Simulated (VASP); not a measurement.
An input for Quantum ESPRESSO's pw.x (written as the equivalent of a VASP run, and not itself run):

```
&CONTROL
  calculation = 'vc-relax'
  pseudo_dir = './pseudo'
  outdir = './out'
  tprnfor = .true.
  tstress = .true.
  nstep = 60
  forc_conv_thr = 0.00039
/
&SYSTEM
  ibrav = 0
  nat = 2
  ntyp = 2
  ecutwfc = 82
  occupations = 'smearing'
  smearing = 'gaussian'
  degauss = 0.003675
  input_dft = 'vdw-df-ob86'
/
&ELECTRONS
  conv_thr = 7.3e-08
  electron_maxstep = 100
/
&IONS
/
&CELL
/
ATOMIC_SPECIES
  Si 28.085 Si.upf
  C 12.011 C.upf
CELL_PARAMETERS angstrom
     0.0000000    2.1800000    2.1800000
     2.1800000    0.0000000    2.1800000
     2.1800000    2.1800000    0.0000000
ATOMIC_POSITIONS crystal
  Si   0.0000000  0.0000000  0.0000000
  C    0.2500000  0.2500000  0.2500000
K_POINTS automatic
  9 9 9 0 0 0
```

Question: Write the VASP files for the same calculation (optB86b-vdW).

Answer: This is not unique; one that fits is 
### INCAR
```
! general
SYSTEM    =  SiC
PREC      =  Accurate
ENCUT     =  520   ! plane-wave cut-off (eV)
LREAL     =  .False.   ! projection in real space or not
LASPH     =  .True.   ! aspherical one-centre terms

! electronic loop
EDIFF     =  1E-6   ! SCF stop (eV)
NELM      =  100   ! most electronic steps
ALGO      =  Normal   ! blocked Davidson

! smearing
ISMEAR    =  0   ! Gaussian
SIGMA     =  0.05   ! width (eV)

! functional
GGA       =  MK
LUSE_VDW  =  .True.
AGGAC     =  0.0
PARAM1    =  0.1234
PARAM2    =  1.0

! ions
IBRION    =  2   ! conjugate gradients
NSW       =  60
ISIF      =  3   ! ions, shape and volume
EDIFFG    =  -0.01

! output
LWAVE     =  .False.
LCHARG    =  .False.
```

**POSCAR**
```
SiC
1.0
  0.0000000000   2.1800000000   2.1800000000
  2.1800000000   0.0000000000   2.1800000000
  2.1800000000   2.1800000000   0.0000000000
Si C
1 1
direct
  0.0000000000   0.0000000000   0.0000000000
  0.2500000000   0.2500000000   0.2500000000
```

**KPOINTS**
```
Regular mesh
0
G
9 9 9
0 0 0
```

POTCAR, in this order: Si C (PBE.64 set). Program: vasp_std.

Limits of the translation: the potentials are each code's own (VASP's PAW set, PseudoDojo norm-conserving files in pw.x), so ENCUT and ecutwfc are chosen apart and not converted; conv_thr bounds pw.x's estimated SCF error, while EDIFF bounds the energy change between steps; forc_conv_thr acts on force components and is met together with etot_conv_thr.

The compound is SiC in the zinc blende structure. This run relaxes it. Symmetry was kept, so distortions that lower it aren't found.
